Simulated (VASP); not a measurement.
```yaml
crystal:
  lattice:
    - [3.44154, 0.00000, 0.00000]
    - [-1.72077, 2.98046, 0.00000]
    - [0.00000, 0.00000, 5.43007]
  atoms:
    - { symbol: Ru, position: [0.00000, 0.00000, 0.00000] }
    - { symbol: Ru, position: [0.00000, 0.00000, 0.50000] }
    - { symbol: S, position: [0.33333, 0.66667, 0.25000] }
    - { symbol: S, position: [0.66667, 0.33333, 0.75000] }
```

Computed with PBEsol GGA, VASP's PBE PAW potentials (set 64) (plane waves; VASP). Run with 400 eV cut-off, 11×11×7 Γ-centred mesh, tetrahedra with Blöchl corrections, potentials Ru_pv S.

Problem. Estimate the energy per atom (σ→0), band gap (on the k-mesh) with the smallest direct gap where there is one.

Solution. 
| Property | Value |
|---|---|
| band gap (on the k-mesh) | none (metal, semimetal or under 0.01 eV) |
| energy per atom (σ→0) | -7449 meV/atom |

The absolute energy has meaning only against runs of the same code, potentials and settings.

The structure was generated: RuS was put into the NiAs type type (P6_3/mmc), which need not be its known phase. It was relaxed first, which changed the volume by -28 %.
